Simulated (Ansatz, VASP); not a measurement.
# Ca2Si in two plane-wave programs, part 3 of 3

Aim: how closely do two programs agree when they are given the same cell, functional and k mesh? The cell is taken from a series of runs on this material, whose earlier steps may have relaxed, scaled, displaced or heated it; both programs get it as it stands.

VASP 6.6.1 and Ansatz 0.2.0.

So far: Starting point; VASP: zone-centre phonons, LDA.

**3. Ansatz: zone-centre phonons, LDA**

Level of this step: Ansatz beside VASP: Kohn-Sham DFT, plane waves, LDA (Ansatz).

Ansatz runs on its default PAW (the set named soft_2) files.

The same cell, functional (in two slightly different forms) and mesh now go to Ansatz, which takes its cutoff from its data sets.

input.yaml reads:

```yaml
crystal:
  lattice:
    - [0.0, 3.5358931723, 3.5358931723]
    - [3.5358931723, 0.0, 3.5358931723]
    - [3.5358931723, 3.5358931723, 0.0]
  atoms:
    - { symbol: Ca, position: [0.75, 0.75, 0.75] }
    - { symbol: Ca, position: [0.25, 0.25, 0.25] }
    - { symbol: Si, position: [0.0, 0.0, 0.0] }
kpoints:
  mp_grid: { grid: [8, 8, 8] }
hamiltonian:
  xc: lda
scf:
  occupations: { method: fixed }
output:
  eigenvalues: true
phonons:
  method: dfpt
  dielectric: true
  rigid_motions: translations
  qmesh: [2, 2, 2]
  temperatures: { t_max: 1000, t_step: 50 }
  qpath:
    path:
      - [[0.0, 0.0, 0.0], [0.5, 0.0, 0.5], [0.625, 0.25, 0.625]]
      - [[0.375, 0.375, 0.75], [0.0, 0.0, 0.0], [0.5, 0.5, 0.5], [0.5, 0.25, 0.75], [0.5, 0.0, 0.5]]
    npoints: 10
```

The run is started by

```console
ansatz run input.yaml --threads 4 --pin off --max-ram 7168MiB --backend cpu --events-out ev --progress --plain --runs-dir out
```

Numbers of over 12 decimals in the logs are rounded to 6 here.

The log of the run:

```text
Warning: phonons: the dynamical matrix that this run interpolates holds no multipole term above the dipole-dipole one, and a site of this crystal is no centre of inversion, so its interpolated transverse optical and acoustic branches and sound speeds can stay off near Gamma, and the density of states and the thermodynamics with them. What a run solves at a wave vector of phonons.qpoints, Gamma apart, where the deck admits one, is free of this, and under fd what a larger phonons.supercell samples
Engine: ansatz 0.2.0, aarch64-unknown-linux-gnu
Pseudopotentials: kind: paw
Pseudopotential: Ca, paw, valence charge 10, recommended cutoff 420 eV (normal), Ca.paw.azcp
Pseudopotential: Si, paw, valence charge 4, recommended cutoff 420 eV (normal), Si.paw.azcp
Functional definition: SPW92
  exchange = slater_x
  correlation = pw_c
Crystal: 3 atoms, lattice volume = 88.415 Å³
Basis set: ecut = 420 eV, 1759 PW (Γ), exchange–correlation on 72×72×72 points (8 copies of the dense FFT grid, shifted against one another)
Bands: 16, of which v1, the nominal top of the filled ones, is band 12 counted from 1 (11 counted from 0)
Symmetry: 48 space group operations
k-points: 95 of 512 (irreducible under 4 space group operations, time reversal used)
Non-local potential: Ca, projectors of the file, l = 0: 3, l = 1: 2, l = 2: 2
Non-local potential: Si, projectors of the file, l = 0: 2, l = 1: 2, l = 2: 2
PAW form: soft (Blöchl's): semilocal exchange-correlation on the pseudo side does not see the compensation charge
PAW frozen core: Ca, regenerated for the run's functional, and the local potential with it (the file was generated under x = pbe(κ = 0.804, μ = 0.219515), c = pbe(β = 0.066725))
PAW frozen core: Si, regenerated for the run's functional, and the local potential with it (the file was generated under x = pbe(κ = 0.804, μ = 0.219515), c = pbe(β = 0.066725))
PAW one-centre angular grid: Ca, 110 points (default); XC on 64 Gauss nodes
PAW one-centre angular grid: Si, 110 points (default); XC on 64 Gauss nodes
Initial density: superposition of atomic densities (neutral atoms: chi_scale 0, normalization atom), corrected by the library's trained network
Initial wavefunctions: pseudopotential atomic-orbital guess
Functional: x = slater, c = lda
SCF iter   1: F=—  HF=-4155.321804 eV  |F-HF|=—  |Δ(HF+E_count)|=         —  Δρ=4.50e-3  dr2=1.42e-2  ethr=1.77e-3  ⟨swp⟩=4.0  Hψ=7216  notcnv=0  defer=93
preconditioner: auto → none  [insulator: Δε(μ)=0.408 eV  Ē_g=4.508 eV  n_scr=14 (ndim 8)  ℏωp=11.2 eV  f_vac=0.000  ε∞_Penn≈7.1]
SCF iter   2: F=—  HF=-4155.319996 eV  |F-HF|=—  |Δ(HF+E_count)|=   1.81e-3  Δρ=2.14e-3  dr2=2.34e-3  ethr=5.92e-5  ⟨swp⟩=2.3  Hψ=2645  notcnv=0  defer=183
SCF iter   3: F=—  HF=-4155.319946 eV  |F-HF|=—  |Δ(HF+E_count)|=   4.95e-5  Δρ=4.92e-4  dr2=3.10e-4  ethr=9.74e-6  ⟨swp⟩=2.6  Hψ=2052  notcnv=0  defer=188
SCF iter   4: F=—  HF=-4155.319894 eV  |F-HF|=—  |Δ(HF+E_count)|=   5.24e-5  Δρ=1.11e-4  dr2=2.79e-5  ethr=1.29e-6  ⟨swp⟩=2.0  Hψ=2092  notcnv=0  defer=143
SCF iter   5: F=—  HF=-4155.319885 eV  |F-HF|=—  |Δ(HF+E_count)|=   8.69e-6  Δρ=1.84e-5  dr2=4.06e-7  ethr=1.16e-7  ⟨swp⟩=2.0  Hψ=1884  notcnv=0  defer=23
SCF iter   6: F=—  HF=-4155.319888 eV  |F-HF|=—  |Δ(HF+E_count)|=   2.78e-6  Δρ=1.49e-6  dr2=2.29e-9  ethr=1.69e-9  ⟨swp⟩=2.0  Hψ=1890  notcnv=0  defer=14
SCF iter   7: F=-4155.319888 eV  HF=-4155.319888 eV  |F-HF|=0.00e0  |Δ(HF+E_count)|=   1.19e-9  Δρ=2.33e-7  dr2=2.05e-11  ethr=1.00e-12  ⟨swp⟩=7.8  Hψ=11948  notcnv=0
SCF 1 converged in 7 iterations: F = -4155.319888 eV  dr2 = 2.05e-11
  greatest PAW one-centre occupation: 0.996 electrons in one spin orbital (limit 2), on the Ca atom at site 1 (counted from 0), in its partial waves of l = 0
DFPT response loops at Γ: preconditioner auto → Resta (q_TF=auto, 2.195 Å⁻¹)  ε∞=11.6 (no band partly filled); β = 1.00, the filter's whole step (`scf.mixing.beta` (0.50) is not read by the response loops at its default; to damp them type it under 1.00, their step now; it binds the ground state too); Broyden in place of MSR1
── the response to a field inside a basis, on 8×8×8 k-points: an SCF that follows is theirs, and a resumed run solves both again ──
Bands: 13, of which v1, the nominal top of the filled ones, is band 12 counted from 1 (11 counted from 0)
k-points: 60 of 512 (irreducible under 12 space group operations)
Initial density: handed on by an earlier stage of this run
Initial wavefunctions: pseudopotential atomic-orbital guess (no wavefunctions were taken with the density)
Eigensolver: Dense (60 Hₖ)
SCF iter   1: F=—  HF=-4155.317806 eV  |F-HF|=—  |Δ(HF+E_count)|=         —  Δρ=4.67e-5  dr2=2.01e-6  ethr=1.00e-1
preconditioner: auto → none  [insulator: Δε(μ)=0.529 eV  Ē_g=3.478 eV  n_scr=14 (ndim 8)  ℏωp=11.2 eV  f_vac=0.000  ε∞_Penn≈11.3]
SCF iter   2: F=—  HF=-4155.317806 eV  |F-HF|=—  |Δ(HF+E_count)|=   6.85e-9  Δρ=2.23e-5  dr2=2.61e-7  ethr=8.37e-9
SCF iter   3: F=-4155.317806 eV  HF=-4155.317806 eV  |F-HF|=1.43e-8  |Δ(HF+E_count)|=   4.17e-8  Δρ=1.07e-5  dr2=5.74e-8  ethr=1.09e-9
SCF 1 converged in 3 iterations: F = -4155.317806 eV  dr2 = 5.74e-8
  greatest PAW one-centre occupation: 0.996 electrons in one spin orbital (limit 2), on the Ca atom at site 0 (counted from 0), in its partial waves of l = 0
[...]
NSCF: frozen V_eff on 29 k-points
NSCF: frozen V_eff on 300 k-points
DFPT response loops at q = (0, 0, -0.5) (fractional): preconditioner auto → Resta (q_TF=auto, 2.195 Å⁻¹)  ε∞=11.6 (no band partly filled); β = 1.00, the filter's whole step (`scf.mixing.beta` (0.50) is not read by the response loops at its default; to damp them type it under 1.00, their step now; it binds the ground state too); Broyden in place of MSR1
NSCF: frozen V_eff on 190 k-points
DFPT response loops at q = (0, -0.5, -0.5) (fractional): mixed as the last ones told, above
SCF converged after 7 iterations
Free energy (F): -4155.319888 eV
Harris-Foulkes:  -4155.319888 eV  (|F-HF|=0.00e0)
Internal energy: -4155.319888 eV  (E = F + TS)
E sigma→0 (E₀):  -4155.319888 eV
Fermi energy:    5.215287 eV
--- Per-component energies (eV) ---
  E_band       = -308.904865
  E_kinetic    = 593.968419
  E_local      = -1671.533651  (includes V_loc(G=0)·N_el)
  E_nonlocal   = 161.212858
  E_hartree    = 564.039780
  E_xc         = -324.341045
  E_vxc        = -385.963103  (∫ρ·V_xc dr)
  E_paw        = -2118.531146  (= ΣΔE_a)
  E_vpaw       = -134.668905  (= ΣTr[D̂ρ^β])
  E_aug_tail   = -0.000004  (compensation charges beyond the density's cutoff)
  E_ewald      = -1360.785761
  E_core_change = 0.650662  (= ΣΔE_core)
  E_smearing   = -0.000000  (= −TS)
  E_closure    = 0.000000  (closes the sum)
  Σ components = -4155.319888   (vs F -4155.319888, Δ=0.00e0)
--- Band table (eV; the first three rows and the last of 95) ---
  k-point 0: bands = [... 8 lower, -1.4252, 4.7481, 4.7481, 4.7481, 6.9486, 6.9486, 7.0016, 10.1072]
  k-point 1: bands = [... 8 lower, -1.3320, 4.4042, 4.7983, 4.7983, 6.9988, 6.9988, 7.5374, 9.5877]
  k-point 2: bands = [... 8 lower, -1.0896, 3.8407, 4.9228, 4.9228, 7.1575, 7.1575, 8.2530, 9.1638]
  k-point 94: bands = [... 8 lower, -0.4624, 3.9593, 3.9593, 4.8942, 6.2581, 7.7361, 7.7361, 8.6148]
--- Phonons (Γ-DFPT): 2 representative perturbations + reference, on 95 of 512 k-points (Σ response iterations 6) ---
  k mesh reduced under 4 symmetry operations, with k and −k counted as one. Each operation leaves every solved perturbation unchanged. A smaller set is not considered because the run solves the response to a homogeneous field
  ASR residual: 4.914e-5 → 0.000e0 eV/Å²; symmetrization residual: 3.590e-6 eV/Å²
  ASR residual per site (eV/Å²): 4.91e-5 4.91e-5 2.89e-5
  Γ frequencies (cm⁻¹): 0.00 0.00 0.00 189.03 189.03 189.03 217.47 217.47 217.47
  ε∞ (high-frequency dielectric tensor):
       13.226769     0.000000     0.000000
        0.000000    13.226769    -0.000000
        0.000000    -0.000000    13.226769
  ε⁰ (static dielectric tensor: ions relaxed, cell fixed):
       21.440249     0.000000    -0.000000
        0.000000    21.440249     0.000000
       -0.000000     0.000000    21.440249
  ε⁰ − ε∞ (ionic part):
        8.213479     0.000000    -0.000000
        0.000000     8.213479     0.000000
       -0.000000     0.000000     8.213479
  softest optical mode at Γ: 189.03 cm⁻¹; the repairs (sum rule, projections) moved no ω² at Γ by more than (0.80 cm⁻¹)²
  Born effective charges Z* (e; rows j = field, columns β = displacement):
    site 0:
         1.90501    0.00000   -0.00000
        -0.00000    1.90501    0.00000
         0.00000   -0.00000    1.90501
    site 1:
         1.90501    0.00000   -0.00000
        -0.00000    1.90501   -0.00000
         0.00000    0.00000    1.90501
    site 2:
        -3.81001   -0.00000    0.00000
         0.00000   -3.81001    0.00000
        -0.00000   -0.00000   -3.81001
  Z* charge neutrality: 3.817e-4 e pre-enforcement
  solved inside a basis spanned on kpoints, on 8×8×8 k-points, its susceptibility summed on 12×12×12: ε∞ is read to err by 4.2e-2, Z* by 2.6e-2 e (field_mesh: kpoints solves on kpoints); Z* is corrected for what the basis lacks
  optical modes at Γ without the LO–TO term, one row a degenerate level:
      ω (cm⁻¹)  modes    IR ((D/Å)²/amu)
        189.03      3             0.0000
        217.47      3            48.3078
  optical modes at Γ + LO–TO along q̂ = [1.0000, 0.0000, 0.0000]:
      ω (cm⁻¹)  modes    IR ((D/Å)²/amu)
        189.03      3             0.0000
        217.47      2            32.2052
        276.88      1            16.1026
  optical modes at Γ + LO–TO along q̂ = [0.0000, 1.0000, 0.0000]:
      ω (cm⁻¹)  modes    IR ((D/Å)²/amu)
        189.03      3             0.0000
        217.47      2            32.2052
        276.88      1            16.1026
  optical modes at Γ + LO–TO along q̂ = [0.0000, 0.0000, 1.0000]:
      ω (cm⁻¹)  modes    IR ((D/Å)²/amu)
        189.03      3             0.0000
        217.47      2            32.2052
        276.88      1            16.1026
--- Phonons (arbitrary-q DFPT): 3 irreducible q on the 2×2×2 mesh ---
  q = [0.0000, 0.0000, 0.0000] (star 1, of the zone-centre solve; hermiticity 1.83e-6, symmetrization 7.88e-8): -0.00 -0.00 0.00 189.03 189.03 189.03 217.47 217.47 217.47
  q = [0.0000, 0.0000, -0.5000] (star 4, 2 solved perturbations on 150 of 512 k-point pairs; hermiticity 9.06e-7, symmetrization 5.40e-14): 114.77 114.77 143.08 160.74 160.74 185.96 211.16 211.16 239.73
  q = [0.0000, -0.5000, -0.5000] (star 3, 4 solved perturbations in 308 linear systems a pass and spin channel, the states on 95 of 512 k-point pairs; hermiticity 6.23e-7, symmetrization 5.24e-14): 74.25 103.88 103.88 170.77 170.77 214.22 214.22 237.04 238.20
  sum rule: each row above includes the acoustic sum rule's correction from the zone centre's row sums; it moved no ω² by more than (0.58 cm⁻¹)²
  mesh force constants: q→R imaginary residual 4.17e-17; ASR residual 4.914e-5 → 0.000e0 eV/Å²; symmetrization residual 3.553e-15 eV/Å²
  interpolated dispersion: 63 rows × 9 modes
  density of states and harmonic sums: on the 16×16×16 q-mesh, interpolated from the force constants of a 2×2×2 supercell (with the dipole–dipole term)
  largest difference from the sums on the solved wave vectors: F 7.37e-2 eV, S 1.06e-4 and C_V 3.22e-5 eV/K
  zero-point energy: 0.094559 eV/cell   skipped modes (ω ≤ 0): 3   left out of the sums: 8.14e-5 of the cell's modes: C_V's classical limit lies that fraction below 3 k_B per atom; for a crystal, a wire or a layer, F and S can be off by more, and a phonons.interpolated_qmesh denser along its periods is the remedy for the sampling
```

**4. Comparison**

Known differences besides the potentials themselves: the two LDA forms differ slightly; fixed occupations in Ansatz, narrow Gaussian smearing in VASP; VASP's run holds the zone centre alone; VASP's response is taken on the typed mesh, Ansatz refines its own for the field response alone; the cutoff is 420 eV in Ansatz and 500 eV in VASP; VASP's log shows a relativistic correction to its local exchange, Ansatz's none. Total energies have different zeros and are not compared.

Compared:

```
                                     quantity  Ansatz   VASP  difference
                                        ε∞ xx   13.23  14.41     -8.19 %
                                        ε∞ yy   13.23  14.41     -8.19 %
                                        ε∞ zz   13.23  14.41     -8.19 %
Born charge of Ca1 (mean of the diagonal) (e)    1.91   1.94       -0.04
Born charge of Si3 (mean of the diagonal) (e)   -3.81  -3.89       +0.08
                   optical mode 1 to 3 (cm⁻¹)   189.0  189.7     -0.34 %
                   optical mode 4 to 6 (cm⁻¹)   217.5  218.7     -0.55 %
```

Modes are paired by rising frequency, not by their patterns, so a pair may set unlike modes beside each other; they are those without the splitting of longitudinal modes.

**5. Results**

```yaml
difference_in_eps_infinity_xx_zone_centre_phonons_lda: -8.2 %
```

What this shows: The difference in ε∞ xx is -8.2 % (zone-centre phonons, LDA), beyond the 5 % picked in this series as the mark of a large difference. What causes the difference of the zone-centre phonons, LDA pair stays open here. Such differences can come from data sets, numerical settings and the points named under the comparisons, not from the functional's error against experiment.

[Lines on the potential files, build, host, timing and source positions are cut from VASP's logs without a mark.]

[Logs are printed without paths, hosts, clocks, repeated set-up lines and the standing remarks that a program may print on its own settings, such as how far it seeks lower states.]

[Hosts, paths, dates, database ids (printed as entryN), source tags and the programs' standing remarks are cut or masked in the printed files.]
